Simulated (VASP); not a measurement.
Input:

```xyz
4
Lattice="3.9995 0.0000 0.0000 0.0000 3.9995 0.0000 0.0000 0.0000 5.2598" Properties=species:S:1:pos:R:3 pbc="T T T"
Pb     1.9153    -0.0894     1.0914
Pb     0.0094     2.1254     4.1464
O      2.0350     1.9390     0.0168
O      0.0398     0.0245     0.0052
```

Calculation: LDA (Ceperley-Alder, Perdew-Zunger), VASP's LDA PAW potentials (set 64) (plane waves; VASP). Numerical set-up: 400 eV cut-off, 7×7×5 Γ-centred mesh, Fermi-Dirac smearing of 0.050 eV, potentials Pb_d O.

At this cut-off the stress carries a Pulay error, which pulls relaxed volumes low.

Problem. The ions are relaxed. What does this cell relax into?

Solution. 
```xyz
4
Lattice="3.9995 0.0000 0.0000 0.0000 3.9995 0.0000 0.0000 0.0000 5.2598" Properties=species:S:1:pos:R:3 pbc="T T T"
Pb     1.9998     0.0002     1.1690
Pb     3.9994     1.9996     4.0908
O      1.9996     1.9997     0.0001
O      0.0002     0.0001     5.2598
```
Space group P4/nmm (129), at a tolerance of 0.03 Å.

Problem. How much energy does the relaxation gain?

Solution. The energy (σ→0) changes by -49.7 meV/atom, in 13 ionic steps.

| step | E(σ→0) (eV) | max force (eV/Å) | pressure (GPa) | volume (Å³) |
|---|---|---|---|---|
| 1 | -24.1929 | 1.737 | -0.09 | 84.14 |
| 2 | -24.3440 | 0.460 | -4.04 | 84.14 |
| 3 | -24.3535 | 0.404 | -5.22 | 84.14 |
| 4 | -24.3732 | 0.269 | -5.02 | 84.14 |
| 5 | -24.3893 | 0.124 | -4.58 | 84.14 |
| 6 | -24.3895 | 0.138 | -4.53 | 84.14 |
| 7 | -24.3914 | 0.046 | -4.56 | 84.14 |
| 8 | -24.3914 | 0.046 | -4.54 | 84.14 |
| 9 | -24.3917 | 0.015 | -4.59 | 84.14 |
| 10 | -24.3917 | 0.013 | -4.60 | 84.14 |
| 11 | -24.3917 | 0.010 | -4.59 | 84.14 |
| 12 | -24.3917 | 0.012 | -4.60 | 84.14 |
| 13 | -24.3918 | 0.004 | -4.55 | 84.14 |

The structure comes from a computed database's PbO entry; how it stands against other phases isn't given here. In the starting cell atoms are displaced from their ideal sites. This run relaxes the ions in a fixed cell. The run is one of a series of settings (EDIFFG = -0.01, IBRION = 2, NSW = 50 against the base run), some of them coarse on purpose.
